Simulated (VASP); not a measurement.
Here is the system:

```xyz
3
Lattice="1.5623 -2.7060 0.0000 1.5623 2.7060 0.0000 0.0000 0.0000 3.4544" Properties=species:S:1:pos:R:3 pbc="T T T"
Hf     0.0000     0.0000     0.0000
B      1.5623     0.9020     1.7272
B      1.5623    -0.9020     1.7272
```

Method: PBEsol GGA, VASP's PBE PAW potentials (set 64) (plane waves; VASP 6.6.1). Run with 600 eV cut-off, 10×10×8 Γ-centred mesh, first-order Methfessel-Paxton smearing of 0.10 eV, potentials Hf_pv B.

Energy and stress use the plane-wave basis of the starting cell.

**Question.** The ions, cell shape and volume at an external pressure of 30.0 GPa are relaxed. Give the cell that the relaxation ends in.

**Answer.** 
```xyz
3
Lattice="1.5169 -2.6274 0.0000 1.5169 2.6274 0.0000 0.0000 0.0000 3.3336" Properties=species:S:1:pos:R:3 pbc="T T T"
Hf     0.0000     0.0000     0.0000
B      1.5169     0.8758     1.6668
B      1.5169    -0.8758     1.6668
```
Space group P6/mmm (191), at a tolerance of 0.03 Å.

**Question.** How do energy and volume change from the first to the last step?

**Answer.** The energy (σ→0) changes by +75.8 meV/atom and the volume by -9.0 %, in 9 ionic steps.

```
step  E(σ→0) (eV)  max force (eV/Å)  pressure (GPa)  volume (Å³)
----  -----------  ----------------  --------------  -----------
1        -27.8642             0.000           -0.08        29.21
2        -25.6547             0.000          125.75        22.14
3        -27.6645             0.000           27.89        26.73
4        -27.6418             0.000           29.66        26.60
5        -27.6324             0.000           30.38        26.55
6        -27.6314             0.000           30.42        26.54
7        -27.6315             0.000           30.42        26.54
8        -27.6457             0.000           29.33        26.62
9        -27.6369             0.000           30.01        26.57
```

The compound is HfB2 in the AlB2 type structure. This run relaxes it under an external pressure of 30 GPa. Symmetry was kept, so distortions that lower it aren't found.
